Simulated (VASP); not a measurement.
Ti2BN: single point with r2SCAN

Ti2BN:

```
Ti B N
1.0
     3.09311    0.00000    0.00000
     0.00000    3.09311    0.00000
     0.00000    0.00000    4.35793
Ti B N
2 1 1
Direct
  0.00000 0.00000 0.50000
  0.50000 0.50000 0.00000
  0.00000 0.00000 0.00000
  0.50000 0.50000 0.50000
```

The cell was built by a generator and needn't be a form met in nature.

```yaml
Program: VASP 6.6.1
Task: single point
Functional: r2SCAN
Potentials_or_basis: VASP PAW PBE potentials, release 64 (Ti_sv, B, N)
Cutoff: 520 eV
k_mesh: 11 × 11 × 8
Occupations: gaussian, width 0.1 eV
Spin: no spin polarisation
```

```
Pressure               : -0.9 GPa
Band gap on the k mesh : none (metal or under the smearing width)
```

Levels at points of the mesh, in eV from the Fermi level:
```csv
k point,band 14,band 15,band 16,band 17,band 18,band 19
"(0.00, 0.00, 0.00)",-1.75,0.59,0.59,0.66,1.37,1.49
"(0.00, 0.00, 0.50)",-2.59,-0.93,-0.42,0.34,0.34,1.60
```

Run time: 110 s on 4 MPI ranks on Intel(R) Xeon(R) Platinum 8488C (Sapphire Rapids), with other jobs on the host, peak memory 0.21 GiB a rank.

Caveat: the PAW data sets were made with another functional, which shifts forces and pressure a little.
